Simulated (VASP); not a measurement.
Given:

```
Gd
1.0
    1.84819    -3.20116     0.00000
    1.84819     3.20116     0.00000
    0.00000     0.00000     5.63987
Gd
2
Direct
  0.33333   0.66667   0.25000
  0.66667   0.33333   0.75000
```

The numbers are results of r2SCAN meta-GGA, VASP's PBE PAW potentials (set 64) (plane waves; VASP 6.6.1), not measurements. Run with 480 eV cut-off, 10×10×6 Γ-centred mesh, first-order Methfessel-Paxton smearing of 0.10 eV, potentials Gd_3.

The 4f electrons are frozen in the core of the lanthanide potential, so 4f levels, which can set the real gap, and their magnetism are missing.

Each relaxation starts from this cell; other phases were not tried.

Problem. The cell is relaxed at 1 GPa. What happens?

Solution. The volume per atom goes from 33.37 to 32.56 Å³ (-2.4 %), and the cell becomes a = b = 3.666 Å, c = 5.594 Å, α = β = 90.00°, γ = 120.00°, space group P6_3/mmc.

Failed runs are left out, and for metals the shear rows, which the mesh's noise covers.

The compound is Gd in the hcp structure.
